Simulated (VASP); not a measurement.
Here is the system:

```yaml
crystal:
  lattice:
    - [1.90292, -3.29596, 0.00000]
    - [1.90292, 3.29596, 0.00000]
    - [0.00000, 0.00000, 6.23287]
  atoms:
    - { symbol: Zn, position: [0.66667, 0.33333, 0.50012] }
    - { symbol: Zn, position: [0.33333, 0.66667, 0.00012] }
    - { symbol: S, position: [0.66667, 0.33333, 0.87488] }
    - { symbol: S, position: [0.33333, 0.66667, 0.37488] }
```

These are PBE GGA with D3 dispersion (zero damping), VASP's PBE PAW potentials (set 64) (plane waves; VASP) values and carry that method's errors. Settings: 520 eV cut-off, 8×8×4 Γ-centred mesh, tetrahedra with Blöchl corrections, potentials Zn S.

Q: Estimate the energy per atom (σ→0).

A: 
| Quantity | Result |
|---|---|
| energy per atom (σ→0) | -3.688 eV/atom |

The absolute energy has meaning only against runs of the same code, potentials and settings.

The compound is ZnS in the wurtzite structure, the high-temperature form. It was relaxed first.
